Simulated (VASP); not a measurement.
```
CELL_PARAMETERS angstrom
      3.98289     0.00000     0.00000
      0.00000     3.98289     0.00000
      0.00000     0.00000     3.98289
ATOMIC_POSITIONS crystal
  K  0.00000 0.00000 0.00000
  Zn 0.50000 0.50000 0.50000
  F  0.50000 0.00000 0.50000
  F  0.00000 0.50000 0.50000
  F  0.50000 0.50000 0.00000
```

Method: PBEsol GGA, VASP's PBE PAW potentials (set 64) (plane waves; VASP). Settings: 620 eV cut-off, 6×6×6 Γ-centred mesh, Gaussian smearing of 0.050 eV, potentials K_sv Zn F.

Energy and stress use the plane-wave basis of the starting cell.

Q: The ions, cell shape and volume at an external pressure of 10.0 GPa are relaxed. Which structure does the run end with?

A: 
```
CELL_PARAMETERS angstrom
      3.92567     0.00000     0.00000
      0.00000     3.92567     0.00000
      0.00000     0.00000     3.92567
ATOMIC_POSITIONS crystal
  K  0.00000 0.00000 0.00000
  Zn 0.50000 0.50000 0.50000
  F  0.50000 0.00000 0.50000
  F  0.00000 0.50000 0.50000
  F  0.50000 0.50000 0.00000
```
Space group Pm-3m (221), at a tolerance of 0.03 Å.

Q: How do energy and volume change from the first to the last step?

A: The energy (σ→0) changes by +24.9 meV/atom and the volume by -4.2 %, in 3 ionic steps.

The compound is KZnF3 in the cubic perovskite structure. This run relaxes it under an external pressure of 10 GPa. Symmetry was kept, so distortions that lower it aren't found.
